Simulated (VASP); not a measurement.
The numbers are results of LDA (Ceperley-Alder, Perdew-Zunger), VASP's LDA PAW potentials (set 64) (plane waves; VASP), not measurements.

Input for VASP

File POSCAR:
```
Al
1
    0.0000000000     1.9901423089     1.9901423089
    1.9901423089     0.0000000000     1.9901423089
    1.9901423089     1.9901423089     0.0000000000
Al
1
Direct
  0.0000000000   0.0000000000   0.0000000000
```

File KPOINTS:
```
Automatic mesh
0
Gamma
14 14 14
0 0 0
```

INCAR:
```
ALGO=Normal
EDIFF=1E-7
ENCUT=530
IBRION=6
ISIF=3
ISMEAR=1
LASPH=.TRUE.
LCHARG=.FALSE.
LREAL=.FALSE.
LWAVE=.FALSE.
NELM=100
NFREE=2
NSW=1
POTIM=0.015
PREC=Accurate
SIGMA=0.1
SYSTEM=Al
```

POTCAR, in this order: Al (LDA.64 set). Program: vasp_std.

What will the output report for the number of irreducible k-points (NKPTS), number of bands (NBANDS), largest plane-wave count, number of space-group operations, FFT grid (NGX, NGY, NGZ)?

```
Property                                      Result
--------------------------------------  ------------
number of irreducible k-points (NKPTS)           104
number of bands (NBANDS)                           5
largest plane-wave count                         452
number of space-group operations                  48
FFT grid (NGX, NGY, NGZ)                24 × 24 × 24
```

The compound is Al in the fcc structure. It was relaxed first, which changed the volume by -5 %.
